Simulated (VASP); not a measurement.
## GaN (relaxed from the WC structure, space group P-6m2): computed properties

All values below come from r2SCAN meta-GGA, VASP's PBE PAW potentials (set 64) (plane waves; VASP).

```
Quantity                                                                                 Result
----------------------------------  -----------------------------------------------------------
space group                                                                         P-6m2 (187)
cell                                a = b = 2.9411 Å, c = 2.6546 Å, α = β = 90.00°, γ = 120.00°
volume per atom                                                                    9.94 Å³/atom
band gap (over mesh and band path)                     none (metal, semimetal or under 0.01 eV)
density                                                                              6.99 g/cm³
```

```yaml
crystal:
  lattice:
    - [2.94109, 0.00000, 0.00000]
    - [-1.47055, 2.54706, 0.00000]
    - [0.00000, 0.00000, 2.65458]
  atoms:
    - { symbol: Ga, position: [0.00000, 0.00000, 0.00000] }
    - { symbol: N, position: [0.66667, 0.33333, 0.50000] }
```

The structure was generated: GaN was put into the WC type (P-6m2), which need not be its known phase. It was relaxed first, which changed the volume by +8 %. Symmetry was kept, so distortions that lower it aren't found.
